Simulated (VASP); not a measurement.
# BaMgSbF: relaxation of cell and atoms with PBE+D3(BJ)

Crystal: BaMgSbF.

```
Ba Sb Mg F
1.0
     4.57330    0.00000    0.00000
     0.00000    4.57330    0.00000
     0.00000    0.00000    9.81840
Ba Sb Mg F
2 2 2 2
Direct
  0.50000 0.00000 0.14046
  0.00000 0.50000 0.85954
  0.50000 0.00000 0.67501
  0.00000 0.50000 0.32499
  0.50000 0.50000 0.50000
  0.00000 0.00000 0.50000
  0.50000 0.50000 0.00000
  0.00000 0.00000 0.00000
```

The cell comes from a database or a generator and needn't be the stable form of this composition.

```yaml
Program: VASP 6.6.1
Task: relaxation of cell and atoms
Functional: PBE
Dispersion: D3(BJ)
Potentials_or_basis: VASP PAW PBE potentials, release 64 (Ba_sv, Sb, Mg, F)
Cutoff: 600 eV
k_mesh: 6 × 6 × 4
Occupations: gaussian, width 0.03 eV
Spin: no spin polarisation
Further_INCAR_settings: ALGO = Normal; EDIFF = 1e-06; IBRION = 2; EDIFFG = -0.01; NSW = 90; ISIF = 3
```

```json
{"Relaxed volume": "25.68 Å³/atom", "Relaxed cell": "a = 4.574 Å, b = 4.574 Å, c = 9.822 Å, α = 90.00°, β = 90.00°, γ = 90.00°", "Space group after relaxing (to 0.05 Å)": "P4/nmm (No. 129)", "Energy gained by relaxing": "1.3 meV/atom", "Ionic steps": "5", "Pressure after relaxing": "0.0 GPa", "Largest force after relaxing": "0.008 eV/Å", "Band gap on the k mesh": "1.21 eV, direct", "Dispersion energy per atom": "-0.273 eV"}
```

Forces in eV/Å, atoms in the order of the input:
```
Ba   0.000  0.000  0.003
Ba   0.000  0.000 -0.003
Sb   0.000  0.000 -0.008
Sb   0.000  0.000  0.008
Mg   0.000  0.000  0.000
Mg   0.000  0.000  0.000
F    0.000  0.000  0.000
F    0.000  0.000  0.000
```

Step by step:
```tsv
step	energy change (eV)	largest force (eV/Å)	pressure (GPa)	volume (Å³)
1	0.0000	0.2327	0.31	205.35
2	-0.0064	0.1230	-0.15	206.82
3	-0.0067	0.0902	-0.29	207.28
4	-0.0095	0.0444	-0.15	206.32
5	-0.0103	0.0077	-0.01	205.46
```

Final structure:
```
CELL_PARAMETERS angstrom
4.57377 0.00000 0.00000
0.00000 4.57377 0.00000
0.00000 0.00000 9.82161
ATOMIC_POSITIONS crystal
Ba 0.50000 0.00000 0.14363
Ba 0.00000 0.50000 0.85637
Sb 0.50000 0.00000 0.67695
Sb 0.00000 0.50000 0.32305
Mg 0.50000 0.50000 0.50000
Mg 0.00000 0.00000 0.50000
F 0.50000 0.50000 0.00000
F 0.00000 0.00000 0.00000
```

Levels at points of the mesh, in eV from the valence-band top:
```tsv
k point	band 21	band 22	band 23	band 24	band 25	band 26	band 27	band 28
(0.00, 0.00, 0.00)	-1.15	-0.54	0.00	0.00	1.21	1.58	2.38	2.84
(0.50, 0.00, 0.00)	-0.98	-0.98	-0.44	-0.44	2.51	2.51	2.66	2.66
(0.50, 0.50, 0.00)	-1.84	-1.84	-1.66	-1.66	1.63	1.63	2.82	2.82
(0.00, 0.00, 0.50)	-1.14	-0.93	-0.01	-0.01	1.46	1.82	2.28	3.15
(0.50, 0.00, 0.50)	-0.88	-0.88	-0.43	-0.43	2.64	2.64	2.80	2.80
(0.50, 0.50, 0.50)	-1.84	-1.84	-1.68	-1.68	1.97	1.97	2.84	2.84
```

Run time: 4.5 min on 2 MPI ranks on Intel(R) Xeon(R) Platinum 8488C (Sapphire Rapids), with other jobs on the host, peak memory 0.55 GiB a rank.

Caveat: spin-orbit coupling is left out, which moves the levels of the heavy elements. A k mesh can miss the band edges.
